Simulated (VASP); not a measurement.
Set up this calculation in VASP 6.6.1, as the native input.

```
Task                   : single point
Functional             : PBEsol
Dispersion             : D3(BJ)
Potentials or basis    : VASP PAW PBE potentials, release 64 (Ti_sv, Ta_pv, H)
Cutoff                 : 520 eV
k mesh                 : 2 × 3 × 3
Occupations            : fermi-dirac, width 0.1 eV
Spin                   : no spin polarisation
Dipole correction      : no
Further INCAR settings : ALGO = Normal; EDIFF = 1e-06; NBANDS = 58
```

The structure of Ta2Ti6H (a cell with a defect) lies in POSCAR:

```
Ta2Ti6H
1.0
    8.2661080000      0.0000000000      0.0000000000
    0.0000000000      4.1330540000      0.0000000000
    0.0000000000      0.0000000000      4.1330540000
Ti Ta H
6 2 1
Direct
    0.0000000000      0.5000000000      0.5000000000
    0.2500000000      0.0000000000      0.5000000000
    0.2500000000      0.5000000000      0.0000000000
    0.5000000000      0.5000000000      0.5000000000
    0.7500000000      0.0000000000      0.5000000000
    0.7500000000      0.5000000000      0.0000000000
    0.0000000000      0.0000000000      0.0000000000
    0.5000000000      0.0000000000      0.0000000000
   -0.0757034629     -0.1511836042      0.3626037792
```

One way to write it, as run:

INCAR

```
SYSTEM = Ta2Ti6H
PREC = Accurate
ENCUT = 520
EDIFF = 1E-6
ISMEAR = -1
SIGMA = 0.1
LREAL = .False.
LASPH = .True.
NELM = 100
ALGO = Normal
ISIF = 2
LWAVE = .False.
LCHARG = .False.
GGA = PS
IVDW = 12
NBANDS = 58
```

KPOINTS

```
Automatic mesh
0
Gamma
  2 3 3
  0 0 0
```

Potentials or basis: VASP PAW PBE potentials, release 64 (Ti_sv, Ta_pv, H).

Launch:

```console
$ cat potpaw_PBE.64/Ti_sv/POTCAR potpaw_PBE.64/Ta_pv/POTCAR potpaw_PBE.64/H/POTCAR > POTCAR
$ mpirun -np 1 vasp_std > vasp.out
```

It gave:

```json
{
  "Pressure": "-6.5 GPa",
  "Largest force": "1.655 eV/Å",
  "Band gap on the k mesh": "none (metal or under the smearing width)",
  "Dispersion energy per atom": "-0.573 eV"
}
```

Caveat: the k mesh is coarse (spacing up to 0.51 Å⁻¹), so the values aren't converged; the PAW data sets were made with another functional, which shifts forces and pressure a little.

It took 110 s on 1 thread of Intel(R) Xeon(R) Platinum 8488C (Sapphire Rapids) (shared host), peak memory 0.28 GiB.
